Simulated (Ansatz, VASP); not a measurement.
**Cross-check of BaZrSb2 (alpha-NaFeO2 type (invented)) between VASP and Ansatz**

One calculation is typed for both programs; each brings its own data sets. How far apart do they land? The cell is generated by rule, not measured, and may not be a known phase. The cell is taken from a series of runs on this material, whose earlier steps may have relaxed, scaled, displaced or heated it; both programs get it as it stands.

Program: Ansatz 0.2.0. Level of theory: plane waves, with VASP 6.6.1 beside it; relaxation of cell and atoms at PBEsol. Results are calculated unless marked as measured.

## Step 1: The structure

The structure is trigonal, space group R-3m (No. 166). Conventional cell: a = 4.284 Å, b = 4.284 Å, c = 23.502 Å, α = 90.00°, β = 90.00°, γ = 120.00°. Nearest to Ba lie 6 Sb at 3.40 Å. Nearest to Zr lie 6 Sb at 2.94 Å. Nearest to Sb lie 3 Zr at 2.94 Å and 3 Ba at 3.40 Å. Farther neighbours are not listed.

Coordinates:

```cif
data_structure
_symmetry_space_group_name_H-M 'P 1'
_symmetry_Int_Tables_number 1
_cell_length_a 8.2153
_cell_length_b 8.2153
_cell_length_c 8.2153
_cell_angle_alpha 30.229
_cell_angle_beta 30.229
_cell_angle_gamma 30.229
_cell_volume 124.53
loop_
_atom_site_label
_atom_site_type_symbol
_atom_site_fract_x
_atom_site_fract_y
_atom_site_fract_z
_atom_site_occupancy
Ba1 Ba 0.00000 0.00000 0.00000 1
Zr2 Zr 0.50000 0.50000 0.50000 1
Sb3 Sb 0.23422 0.23422 0.23422 1
Sb4 Sb 0.76578 0.76578 0.76578 1
```

## Step 2: Ansatz: relaxation of cell and atoms, PBEsol

Ansatz runs on its default PAW (the set named soft_2) files.

The relaxed volume is the usual yardstick between codes: in a stiff, nearly cubic crystal its relative difference is about their pressure difference at one cell divided by the bulk modulus.

The input, input.yaml:

```yaml
crystal:
  lattice:
    - [2.1421116989, 1.236748766, 7.8340921788]
    - [-2.1421116989, 1.236748766, 7.8340921788]
    - [0.0, -2.473497532, 7.8340921788]
  atoms:
    - { symbol: Ba, position: [1.0, 0.0, 0.0] }
    - { symbol: Zr, position: [0.5, 0.5, 0.5] }
    - { symbol: Sb, position: [0.2342207435, 0.2342207435, 0.2342207435] }
    - { symbol: Sb, position: [0.7657792565, 0.7657792565, 0.7657792565] }
kpoints:
  mp_grid: { grid: [12, 12, 12] }
hamiltonian:
  xc: pbesol
scf:
  occupations: { method: gaussian, width: 0.1 }
output:
  forces: true
  stress: true
  eigenvalues: true
  write_density: true
  write_potential: true
  elf: true
  volumetric_format: npy
relax:
  adjacent_minimum: "off"
  f_tol: 0.005
  max_steps: 80
  cell: { stress_tol: 0.05 }
```

On the command line:

```
ansatz run input.yaml --threads 2 --pin off --max-ram 5120MiB --backend cpu --events-out ev --progress --plain --runs-dir out
```

Numbers of over 12 decimals in the logs are rounded to 6 here.

The log of the run:

```text
basis.fft_grid_basis auto: the FFT boxes are laid along the combinations [[1, -1, 0], [0, 1, 0], [0, -1, 1]] of the cell's own vectors, 4.284, 8.215 and 4.284 Å long. The dense box has 30×60×30 points. Along the cell's own vectors, as sized, it would have 60×60×60, 4.00 times as many. Of the 12 symmetry operations that the crystal satisfies within crystal.symmetry.tolerance (time reversal apart; of a slab, those that [...]
Engine: ansatz 0.2.0, x86_64-unknown-linux-gnu
Pseudopotentials: kind: paw
Pseudopotential: Ba, paw, valence charge 10, recommended cutoff 420 eV (normal), Ba.paw.azcp
Pseudopotential: Zr, paw, valence charge 12, recommended cutoff 420 eV (normal), Zr.paw.azcp
Pseudopotential: Sb, paw, valence charge 15, recommended cutoff 420 eV (normal), Sb.paw.azcp
Functional definition: PBEsol
  exchange = pbesol_x
  correlation = pbesol_c
Crystal: 4 atoms, lattice volume = 124.527 Å³
Basis set: ecut = 420 eV, 2427 PW (Γ), FFT grids on a1−a2, a2, −a2+a3, exchange–correlation on 60×120×60 points (8 copies of the dense FFT grid, shifted against one another)
Bands: 32, of which v1, the nominal top of the filled ones, is band 26 counted from 1 (25 counted from 0)
Symmetry: 12 space group operations
Space group: R-3m (ITA 166), of the structure as read, at distance tolerance 5.0e-5 Å
k-points: 189 of 1728
Non-local potential: Ba, projectors of the file, l = 0: 3, l = 1: 2, l = 2: 2, l = 3: 2
Non-local potential: Zr, projectors of the file, l = 0: 3, l = 1: 2, l = 2: 2, l = 3: 2
Non-local potential: Sb, projectors of the file, l = 0: 2, l = 1: 2, l = 2: 2, l = 3: 2
PAW form: soft (Blöchl's): semilocal exchange-correlation on the pseudo side does not see the compensation charge
PAW frozen core: Ba, regenerated for the run's functional, and the local potential with it (the file was generated under x = pbe(κ = 0.804, μ = 0.219515), c = pbe(β = 0.066725))
PAW frozen core: Zr, regenerated for the run's functional, and the local potential with it (the file was generated under x = pbe(κ = 0.804, μ = 0.219515), c = pbe(β = 0.066725))
PAW frozen core: Sb, regenerated for the run's functional, and the local potential with it (the file was generated under x = pbe(κ = 0.804, μ = 0.219515), c = pbe(β = 0.066725))
PAW one-centre angular grid: Ba, 194 points (default); XC on 64 Gauss nodes
PAW one-centre angular grid: Zr, 590 points (default); XC on 64 Gauss nodes
PAW one-centre angular grid: Sb, 590 points (default); XC on 64 Gauss nodes
Initial density: superposition of atomic densities (neutral atoms: chi_scale 0, normalization atom), corrected by the library's trained network
Initial wavefunctions: pseudopotential atomic-orbital guess
Functional: x = pbesol(κ = 0.804, μ = 0.123457), c = pbesol(β = 0.046)
SCF iter   1: F=—  HF=-22810.761880 eV  |F-HF|=—  |Δ(HF+E_count)|=         —  Δρ=2.53e-3  dr2=7.41e-3  ethr=1.77e-3  ⟨swp⟩=7.8  Hψ=29634  notcnv=0
preconditioner: auto → Kerker (q_TF=auto, 2.359 Å⁻¹)  [metal: Δε(μ)=0.012 eV  Ē_g=8.199 eV  σ=0.100 eV  W_gap=0.07  n_scr=28 (ndim 8)  ℏωp=15.6 eV  f_vac=0.000  D(μ)=1.02/eV (n_scr^D=2)]
SCF iter   2: F=—  HF=-22810.759296 eV  |F-HF|=—  |Δ(HF+E_count)|=   2.58e-3  Δρ=1.65e-3  dr2=4.18e-3  ethr=1.42e-5  ⟨swp⟩=2.0  Hψ=11980  notcnv=0
SCF iter   3: F=—  HF=-22810.758993 eV  |F-HF|=—  |Δ(HF+E_count)|=   3.04e-4  Δρ=6.57e-4  dr2=4.52e-4  ethr=8.03e-6  ⟨swp⟩=2.0  Hψ=10508  notcnv=0
SCF iter   4: F=—  HF=-22810.758776 eV  |F-HF|=—  |Δ(HF+E_count)|=   2.16e-4  Δρ=1.79e-4  dr2=8.25e-5  ethr=8.69e-7  ⟨swp⟩=2.0  Hψ=10508  notcnv=0
SCF iter   5: F=—  HF=-22810.758777 eV  |F-HF|=—  |Δ(HF+E_count)|=   1.98e-7  Δρ=7.33e-5  dr2=2.34e-5  ethr=1.59e-7  ⟨swp⟩=1.6  Hψ=5927  notcnv=0
SCF iter   6: F=—  HF=-22810.758776 eV  |F-HF|=—  |Δ(HF+E_count)|=   3.74e-7  Δρ=3.08e-5  dr2=3.05e-6  ethr=4.51e-8  ⟨swp⟩=2.0  Hψ=6678  notcnv=0
SCF iter   7: F=—  HF=-22810.758776 eV  |F-HF|=—  |Δ(HF+E_count)|=   3.95e-8  Δρ=1.32e-5  dr2=7.81e-7  ethr=5.87e-9  ⟨swp⟩=2.0  Hψ=9273  notcnv=0
SCF iter   8: F=—  HF=-22810.758776 eV  |F-HF|=—  |Δ(HF+E_count)|=   9.71e-8  Δρ=4.58e-6  dr2=1.05e-7  ethr=1.50e-9  ⟨swp⟩=2.0  Hψ=7055  notcnv=0
[...]
greatest PAW one-centre occupation: 0.996 electrons in one spin orbital (limit 2), on the Zr atom at site 1 (counted from 0), in its partial waves of l = 0
relax step   1: F+E_penalty+E_count = -22810.75877613 eV  Δ(F+E_penalty+E_count) = +0.000e0 eV  max|allowed force component| = 4.370e-2 eV/Å  Δτ_max = 0.0000 Å  P = -0.101 GPa  Ω = 124.527 Å³  (9 SCF iters, dr2 threshold 1.00e-7 eV, accepted)
[...]
relax step   2: F+E_penalty+E_count = -22810.75904743 eV  Δ(F+E_penalty+E_count) = -2.713e-4 eV  max|allowed force component| = 4.362e-2 eV/Å  Δτ_max = 0.0112 Å  P = -0.017 GPa  Ω = 124.155 Å³  energy of the carried Pulay correction = +4.410e-5 eV  (5 SCF iters, dr2 threshold 1.19e-7 eV, accepted)
[...]
relax step   3: F+E_penalty+E_count = -22810.75927331 eV  Δ(F+E_penalty+E_count) = -2.259e-4 eV  max|allowed force component| = 3.854e-4 eV/Å  Δτ_max = 0.0054 Å  P = +0.005 GPa  Ω = 124.218 Å³  energy of the carried Pulay correction = +3.659e-5 eV  (4 SCF iters, dr2 threshold 1.19e-7 eV, accepted)
[...]
relax step   4: F+E_penalty+E_count = -22810.75923659 eV  Δ(F+E_penalty+E_count) = +3.672e-5 eV  max|allowed force component| = 3.656e-4 eV/Å  Δτ_max = 0.0000 Å  P = +0.005 GPa  Ω = 124.218 Å³  stress off target by 6.39e-3 GPa  SCF on the basis re-selected at this cell (its energy is not comparable with the rows above)  (6 SCF iters)
basis re-selected at this cell: Δ(F+E_penalty+E_count) = +3.672e-5 eV, ΔP = +0.000 GPa vs the last step (what re-selecting the basis moved, of the pressure what is left beyond the Pulay correction that the steps carried, after the strain that the cell walked since its last selection, with what the two solves' SCF thresholds leave and, on support functions, any second-order correction that the steps lacked; it is no m [...]
SCF converged after 6 iterations
Free energy (F): -22810.759237 eV
Harris-Foulkes:  -22810.759237 eV  (|F-HF|=1.46e-11)
Internal energy: -22810.754187 eV  (E = F + TS)
E sigma→0 (E₀):  -22810.756712 eV
Entropy (-TS):   -0.005050 eV (-1.262 meV/atom)
Fermi energy:    10.108854 eV
--- Per-component energies (eV) ---
  E_band       = -489.239811
  E_kinetic    = 918.923124
  E_local      = -4652.911397  (includes V_loc(G=0)·N_el)
  E_nonlocal   = 870.306388
  E_hartree    = 2003.802777
  E_xc         = -603.511321
  E_vxc        = -520.981982  (∫ρ·V_xc dr)
  E_paw        = -17042.850534  (= ΣΔE_a)
  E_vpaw       = -1112.181483  (= ΣTr[D̂ρ^β])
  E_aug_tail   = 0.000018  (compensation charges beyond the density's cutoff)
  E_ewald      = -4305.494108
  E_core_change = 0.980868  (= ΣΔE_core)
  E_smearing   = -0.005050  (= −TS)
  E_closure    = 0.000000  (closes the sum)
  Σ components = -22810.759237   (vs F -22810.759237, Δ=0.00e0)
--- Forces (eV/Å), atoms counted from 1 ---
  atom   1  Ba     0.00000000    -0.00000000    -0.00000000
  atom   2  Zr     0.00000000     0.00000000     0.00000000
  atom   3  Sb     0.00000000    -0.00000000     0.00036559
  atom   4  Sb    -0.00000000     0.00000000    -0.00036559
  max |Σ_I F_I| component: 2.31e-18 eV/Å
--- Stress (GPa, compression-positive) ---
        0.006390       0.000000      -0.000000
        0.000000       0.006390      -0.000000
       -0.000000      -0.000000       0.002173
  P = ⅓ Tr σ = 0.0050 GPa (0.050 kbar)
--- Band table (eV; the first three rows and the last of 189) ---
  k-point 0: bands = [... 22 lower, 8.1166, 10.5176, 10.5917, 10.7092, 10.7092, 10.9996, 10.9996, 12.1828, ... 2 higher]
  k-point 1: bands = [... 22 lower, 8.1516, 10.0133, 10.3153, 10.3279, 10.5886, 11.1765, 11.3387, 12.2971, ... 2 higher]
  k-point 2: bands = [... 22 lower, 8.2450, 8.9597, 9.8526, 9.9549, 10.5809, 11.4287, 11.5980, 12.3807, ... 2 higher]
  k-point 188: bands = [... 22 lower, 8.2363, 8.4848, 10.2489, 10.2489, 10.7796, 10.7796, 11.4210, 12.0923, ... 2 higher]
--- Relaxed structure (3 steps of the walk, 3 accepted, 1 SCFs on fresh bases) ---
  F+E_penalty+E_count = -22810.75923659 eV   max|allowed force component| = 3.656e-4 eV/Å   (the final SCF, on the basis selected at the relaxed cell)
  cell:  # Å, volume = 124.2181 Å³
    - [2.142353, 1.236888, 7.812900]
    - [-2.142353, 1.236888, 7.812900]
    - [0, -2.473776, 7.812900]
  atoms:
    - { symbol: Ba, position: [1.0, 0.0, 0.0] }
    - { symbol: Zr, position: [0.5, 0.5, 0.5] }
    - { symbol: Sb, position: [0.234469, 0.234469, 0.234469] }
    - { symbol: Sb, position: [0.765531, 0.765531, 0.765531] }
```

(Continued in part 2 of 2.)

[Lines on the potential files, build, host, timing and source positions are cut from VASP's logs without a mark.]

[Logs are printed without paths, hosts, clocks, repeated set-up lines and the standing remarks that a program may print on its own settings, such as how far it seeks lower states.]

[Hosts, paths, dates, database ids (printed as entryN), source tags and the programs' standing remarks are cut or masked in the printed files.]
